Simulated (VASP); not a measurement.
# GaN: excitons from the Bethe-Salpeter equation, part 3 of 4

Aim: the optical spectrum of GaN with the electron-hole interaction. The cell is of the zinc-blende type, one of the forms listed for this formula. The start is a computed cell from the Materials Project.

VASP 6.6.1, plane waves and PAW; the level of theory is named at each step.

So far. Step 3 (Empty bands): WAVECAR now holds 56 bands for 18 electrons. Its independent-particle dielectric tensor has xx, yy, zz = 6.3, 6.3, 6.3 on this mesh, which isn't tested for convergence in mesh or bands and lacks local fields. Step 4 (G0W0): GW takes the gap from 1.724 to 2.822 eV. Spin-orbit coupling is left out. The value holds for 56 bands, ENCUTGW = 100 eV and this mesh, and isn't shown to be converged in them.

**5. BSE, Tamm-Dancoff**

This step: BSE on G0W0 on PBE; plane waves and PAW (Ga_d_GW, N_GW) (VASP 6.6.1).

The Bethe-Salpeter equation adds the screened attraction of electron and hole to the quasiparticle pairs; ANTIRES = 0 leaves out the coupling to antiresonant pairs.

INCAR reads:

```
SYSTEM = GaN
PREC = Accurate
ENCUT = 450
ISMEAR = 0
SIGMA = 0.01
LREAL = .FALSE.
GGA = PE
NBANDS = 56
ALGO = BSE
NBANDSO = 5
NBANDSV = 4
OMEGAMAX = 25
NEDOS = 1000
CSHIFT = 0.1
PRECFOCK = Fast
LWAVE = .FALSE.
LCHARG = .FALSE.
ENCUTGW = 100
ANTIRES = 0
```

POSCAR reads:

```
GaN
1.0
    0.0000000000      2.2535006075      2.2535006075
    2.2535006075      0.0000000000      2.2535006075
    2.2535006075      2.2535006075      0.0000000000
Ga N
1 1
Direct
    0.0000000000      0.0000000000      0.0000000000
    0.7500000000      0.7500000000      0.7500000000
```

KPOINTS reads:

```
Automatic mesh
0
Gamma
8 8 8
0 0 0
```

The projector-augmented-wave data sets are Ga_d_GW and N_GW (PBE family, release 64).

Command:

```bash
> mpirun -np 8 vasp_std
```

The log of the run:

```text
[banner, memory and clock lines left out]
running    8 mpi-ranks, on    1 nodes
 distrk:  each k-point on    8 cores,    1 groups
 distr:  one band on    1 cores,    8 groups

 POSCAR found type information on POSCAR GaN
 POSCAR found :  2 types and       2 ions
|                                                                             |
|           W    W    AA    RRRRR   N    N  II  N    N   GGGG   !!!           |
|           W    W   A  A   R    R  NN   N  II  NN   N  G    G  !!!           |
|           W    W  A    A  R    R  N N  N  II  N N  N  G       !!!           |
|           W WW W  AAAAAA  RRRRR   N  N N  II  N  N N  G  GGG   !            |
|           WW  WW  A    A  R   R   N   NN  II  N   NN  G    G                |
|           W    W  A    A  R    R  N    N  II  N    N   GGGG   !!!           |
|                                                                             |
|     For optimal performance we recommend to set                             |
|       NCORE = 2 up to number-of-cores-per-socket                            |
|     NCORE specifies how many cores store one orbital (NPAR=cpu/NCORE).      |
|     This setting can greatly improve the performance of VASP for DFT.       |
|     The default, NCORE=1 might be grossly inefficient on modern             |
|     multi-core architectures or massively parallel machines. Do your        |
|     Unfortunately you need to use the default for GW and RPA                |
|     calculations (for HF NCORE is supported but not extensively tested      |
|     yet).                                                                   |
|                                                                             |

|                                                                             |
|           W    W    AA    RRRRR   N    N  II  N    N   GGGG   !!!           |
|           W    W   A  A   R    R  NN   N  II  NN   N  G    G  !!!           |
|           W    W  A    A  R    R  N N  N  II  N N  N  G       !!!           |
|           W WW W  AAAAAA  RRRRR   N  N N  II  N  N N  G  GGG   !            |
|           WW  WW  A    A  R   R   N   NN  II  N   NN  G    G                |
|           W    W  A    A  R    R  N    N  II  N    N   GGGG   !!!           |
|                                                                             |
|     The default for ENCUTGWSOFT is different in this version of VASP.       |
|     please manually set ENCUTGWSOFT =100 in the INCAR file.                 |
|                                                                             |

 LDA part: xc-table for (Slater+PW92), standard interpolation
 found WAVECAR, reading the header
 POSCAR, INCAR and KPOINTS ok, starting setup
 FFT: planning ... GRIDC
 FFT: planning ... GRID_SOFT
 FFT: planning ... GRID
 reading WAVECAR
 the WAVECAR file was read successfully
 initial charge from wavefunction
 available memory per node:     36.23 GB, setting MAXMEM to     37103

 The Fermi energy was updated, please check that it is located mid-gap
 values below the HOMO (VB) or above the LUMO (CB) will cause erroneous energies
 E-fermi :   6.1606

 the WAVEDER file was read successfully
 responsefunction array rank=      64

 min. memory requirement per mpi rank    164.2 MB, per node   1313.3 MB

 Doing            0  frequencies on each core in blocks of            0
 Found all WFULLXXXX.tmp files
 reading now WFULL0001.tmp
 reading now WFULL0002.tmp
 reading now WFULL0003.tmp
 reading now WFULL0004.tmp
 reading now WFULL0005.tmp
 reading now WFULL0006.tmp
 reading now WFULL0007.tmp
 reading now WFULL0008.tmp
 reading now WFULL0009.tmp
 reading now WFULL0010.tmp
 reading now WFULL0011.tmp
 reading now WFULL0012.tmp
 reading now WFULL0013.tmp
 reading now WFULL0014.tmp
 reading now WFULL0015.tmp
 reading now WFULL0016.tmp
 reading now WFULL0017.tmp
 reading now WFULL0018.tmp
 reading now WFULL0019.tmp
 reading now WFULL0020.tmp
 reading now WFULL0021.tmp
 reading now WFULL0022.tmp
 reading now WFULL0023.tmp
 reading now WFULL0024.tmp
 reading now WFULL0025.tmp
 reading now WFULL0026.tmp
 reading now WFULL0027.tmp
 reading now WFULL0028.tmp
 reading now WFULL0029.tmp
 parallelization over k-points
 Using distributed matrix
 Using distributed eigensolver
 allocating two-electron 4 orbital integral table    5    4    5    4
 BSE setting up matrix
 available memory per node:     36.00 GB, setting MAXMEM to     36862
 Calculate matrix elements of the BSE Hamiltonian:
 Workload is divided into blocks of two-electron 4 orbital integrals computed in
  parallel.
 Each block/integral has dimensions  of (   5,   4,   5,   4) orbitals
 Total number of blocks/integrals:               131328
 Number of spins:                                     1
 Number of kpoints:                                 512
 Spin channel:                                        1
  Number of blocks of unoccupied bands:               1
  Number of blocks of occupied bands:                 1
 Number of rows/columns of blocks:                  512

                                                        Time (sec)
               Integrals                 Ranks       Real         CPU
  [         1 -       4096/    131328]     8         1.18        0.00
  [      4097 -       8192/    131328]     8         2.39        0.00
  [      8193 -      12288/    131328]     8         3.61        0.00
  [     12289 -      16384/    131328]     8         4.80        0.00
  [     16385 -      20480/    131328]     8         5.99        0.00
  [     20481 -      24576/    131328]     8         7.19        0.00
  [     24577 -      28672/    131328]     8         8.47        0.00
  [     28673 -      32768/    131328]     8         9.71        0.00
  [     32769 -      36864/    131328]     8        10.97        0.00
  [     36865 -      40960/    131328]     8        12.16        0.00
  [     40961 -      45056/    131328]     8        13.36        0.00
  [     45057 -      49152/    131328]     8        14.55        0.00
  [     49153 -      53248/    131328]     8        15.75        0.00
  [     53249 -      57344/    131328]     8        16.95        0.00
  [     57345 -      61440/    131328]     8        18.15        0.00
  [     61441 -      65536/    131328]     8        19.35        0.00
  [     65537 -      69632/    131328]     8        20.62        0.00
  [     69633 -      73728/    131328]     8        21.92        0.00
  [     73729 -      77824/    131328]     8        23.13        0.00
  [     77825 -      81920/    131328]     8        24.32        0.00
  [     81921 -      86016/    131328]     8        25.52        0.00
  [     86017 -      90112/    131328]     8        26.72        0.00
  [     90113 -      94208/    131328]     8        27.91        0.00
  [     94209 -      98304/    131328]     8        29.10        0.00
  [     98305 -     102400/    131328]     8        30.30        0.00
  [    102401 -     106496/    131328]     8        31.50        0.00
  [    106497 -     110592/    131328]     8        32.70        0.00
  [    110593 -     114688/    131328]     8        33.90        0.00
  [    114689 -     118784/    131328]     8        35.10        0.00
  [    118785 -     122880/    131328]     8        36.30        0.00
  [    122881 -     126976/    131328]     8        37.50        0.00
  [    126977 -     131072/    131328]     8        38.70        0.00
  [    131073 -     131328/    131328]     8        38.85        0.00

 BSE redistributing all elements
 BSE diagonalizing matrix PDSYEVX_ZHEEVX_DESC
 BSE calculating oscillator strength
```

It took 80 s on 8 MPI ranks of Intel Xeon 6975P-C (Granite Rapids), shared host; peak memory 5.2 GiB; 11 min of CPU time.

Parts of OUTCAR (step 5):

```text
   NELECT =      18.0000    total number of electrons

 E-fermi :   6.1606

[... 8 parts as in an earlier step ...]

[... 2 further parts left out ...]
```

Numbers from this step:

```yaml
lowest_excitation: 2.512 eV
```

The imaginary dielectric function, xx has structure finer than the step of the table below, so its rows give means over 0.5 eV, whole bins alone (the curve runs from 0 to 25 eV). Peaks (eV: height): 3.88: 9.33, 6.38: 11.6, 6.63: 9.83, 7.38: 11.8, 7.88: 7.97, 10.01: 9.17, 12.14: 8.56.

From 5 filled and 4 empty bands alone, without any pair above OMEGAMAX = 25 eV, so strength is missing wherever others contribute; lines are broadened by CSHIFT, which also makes the tail under the first line. Imaginary dielectric function, xx against photon energy; means over each step:

```csv
photon energy (eV),"imaginary dielectric function, xx"
0.5,0.0183
1.0,0.0426
1.5,0.0902
2.0,0.312
2.5,2.64
3.0,0.492
3.5,1.23
4.0,4.24
4.5,1.88
5.0,3.13
5.5,4.34
6.0,5.97
6.5,9.56
7.0,8.04
7.5,9.11
8.0,5.95
8.5,4.86
9.0,3.16
9.5,5.01
10.0,7.59
10.5,5.55
11.0,4.28
11.5,4.62
12.0,5.29
12.5,3.24
13.0,2.73
13.5,2.45
14.0,1.21
14.5,1.22
15.0,0.722
15.5,0.735
16.0,0.553
16.5,0.329
17.0,0.237
17.5,0.159
18.0,0.130
18.5,0.134
19.0,0.139
19.5,0.0974
20.0,0.0758
20.5,0.0676
21.0,0.0657
21.5,0.0482
22.0,0.0413
22.5,0.0499
23.0,0.0257
23.5,0.0182
24.0,0.0220
24.5,0.0200
```

Some of the lowest 40 states alone, with states under 2.5 meV apart joined, scaled to the strongest line shown. Exciton lines, with heights relative to the strongest:

```csv
position (eV),lines merged,oscillator strength
2.512,3,58
3.866,3,100
3.918,3,0.0
3.922,2,0.0
3.952,8,0.0
4.677,3,35
4.698,6,0.0
4.713,3,0.0
5.114,3,50
```

The lowest excitation lies at 2.512 eV, -310 meV against the direct gap of these orbitals, a distance that this coarse mesh makes far too large. Peak heights aren't converged with the mesh, least of all at the onset.

**6. Without the electron-hole attraction**

This step: BSE on G0W0 on PBE, without the electron-hole attraction; plane waves and PAW (Ga_d_GW, N_GW) (VASP 6.6.1).

LADDER = .FALSE. removes the attraction and keeps the local fields, which shows what the attraction does.

Edit INCAR of step 5 so:

```diff
@@ -19 +19,2 @@
 ANTIRES = 0
+LADDER = .FALSE.
```

POSCAR is that of step 5.

KPOINTS is that of step 5.

Command:

```bash
> mpirun -np 8 vasp_std
```

The log of the run:

```text
[banner, memory and clock lines left out]
 LDA part: xc-table for (Slater+PW92), standard interpolation
 found WAVECAR, reading the header
 POSCAR, INCAR and KPOINTS ok, starting setup
 FFT: planning ... GRIDC
 FFT: planning ... GRID_SOFT
 FFT: planning ... GRID
 reading WAVECAR
 the WAVECAR file was read successfully
 initial charge from wavefunction
 available memory per node:     36.62 GB, setting MAXMEM to     37497

 Doing            0  frequencies on each core in blocks of            0
 parallelization over k-points
 Using distributed matrix
 Using distributed eigensolver
 allocating two-electron 4 orbital integral table    5    4    5    4
 BSE setting up matrix
 available memory per node:     36.40 GB, setting MAXMEM to     37269
 Calculate matrix elements of the BSE Hamiltonian:
 Workload is divided into blocks of two-electron 4 orbital integrals computed in
  parallel.
 Each block/integral has dimensions  of (   5,   4,   5,   4) orbitals
 Total number of blocks/integrals:               131328
 Number of spins:                                     1
 Number of kpoints:                                 512
 Spin channel:                                        1
  Number of blocks of unoccupied bands:               1
  Number of blocks of occupied bands:                 1
 Number of rows/columns of blocks:                  512

                                                        Time (sec)
               Integrals                 Ranks       Real         CPU
  [         1 -       4096/    131328]     8         0.71        0.00
  [      4097 -       8192/    131328]     8         1.42        0.00
  [      8193 -      12288/    131328]     8         2.13        0.00
  [     12289 -      16384/    131328]     8         2.83        0.00
  [     16385 -      20480/    131328]     8         3.54        0.00
  [     20481 -      24576/    131328]     8         4.24        0.00
  [     24577 -      28672/    131328]     8         4.94        0.00
  [     28673 -      32768/    131328]     8         5.66        0.00
  [     32769 -      36864/    131328]     8         6.36        0.00
  [     36865 -      40960/    131328]     8         7.07        0.00
  [     40961 -      45056/    131328]     8         7.77        0.00
  [     45057 -      49152/    131328]     8         8.48        0.00
  [     49153 -      53248/    131328]     8         9.18        0.00
  [     53249 -      57344/    131328]     8         9.88        0.00
  [     57345 -      61440/    131328]     8        10.59        0.00
  [     61441 -      65536/    131328]     8        11.29        0.00
  [     65537 -      69632/    131328]     8        11.99        0.00
  [     69633 -      73728/    131328]     8        12.69        0.00
  [     73729 -      77824/    131328]     8        13.39        0.00
  [     77825 -      81920/    131328]     8        14.09        0.00
  [     81921 -      86016/    131328]     8        14.79        0.00
  [     86017 -      90112/    131328]     8        15.49        0.00
  [     90113 -      94208/    131328]     8        16.21        0.00
  [     94209 -      98304/    131328]     8        16.94        0.00
  [     98305 -     102400/    131328]     8        17.64        0.00
  [    102401 -     106496/    131328]     8        18.34        0.00
  [    106497 -     110592/    131328]     8        19.04        0.00
  [    110593 -     114688/    131328]     8        19.74        0.00
  [    114689 -     118784/    131328]     8        20.45        0.00
  [    118785 -     122880/    131328]     8        21.14        0.00
  [    122881 -     126976/    131328]     8        21.84        0.00
  [    126977 -     131072/    131328]     8        22.54        0.00
  [    131073 -     131328/    131328]     8        22.63        0.00

[... 7 parts as in an earlier step ...]
```

The job ended after 61 s (8 MPI ranks; peak memory 5 GiB).

From OUTCAR (step 6):

```text
   NELECT =      18.0000    total number of electrons

 E-fermi :   6.1606

[... 8 parts as in an earlier step ...]

[... 2 further parts left out ...]
```

This step gave:

| Property | Result |
| --- | --- |
| lowest excitation | 2.826 eV |

The imaginary dielectric function, xx has structure finer than the step of the table below, so its rows give means over 1 eV, whole bins alone (the curve runs from 0 to 25 eV). Peaks (eV: height): 6.8: 6.39, 7.9: 9.72, 9.0: 9.21, 10.6: 7.48, 11.0: 6.40, 12.6: 8.96, 14.1: 6.95.

From 5 filled and 4 empty bands alone, without any pair above OMEGAMAX = 25 eV, so strength is missing wherever others contribute; lines are broadened by CSHIFT, which also makes the tail under the first line. The imaginary dielectric function, xx by photon energy; means over each step:

```csv
photon energy (eV),"imaginary dielectric function, xx"
1,0.0226
2,0.117
3,1.12
4,1.57
5,1.27
6,1.79
7,4.61
8,7.62
9,6.15
10,4.02
11,5.40
12,4.38
13,5.82
14,5.23
15,2.74
16,2.12
17,0.918
18,0.389
19,0.242
20,0.221
21,0.0885
22,0.0738
23,0.0708
24,0.0364
```

The lowest excitation lies at 2.826 eV, +314 meV against the Tamm-Dancoff singlet. Peak heights aren't converged with the mesh, least of all at the onset.

(Part 3 of 4 ends here.)

[Lines on the potential files, build, host, timing and source positions are cut from VASP's logs without a mark.]

[Logs are printed without paths, hosts, clocks, repeated set-up lines and the standing remarks that a program may print on its own settings, such as how far it seeks lower states.]

[Hosts, paths, dates, database ids (printed as entryN), source tags and the programs' standing remarks are cut or masked in the printed files.]

[Pressures printed for these runs are not shown converged in the cutoff: they can be off by several GPa and have the wrong sign.]
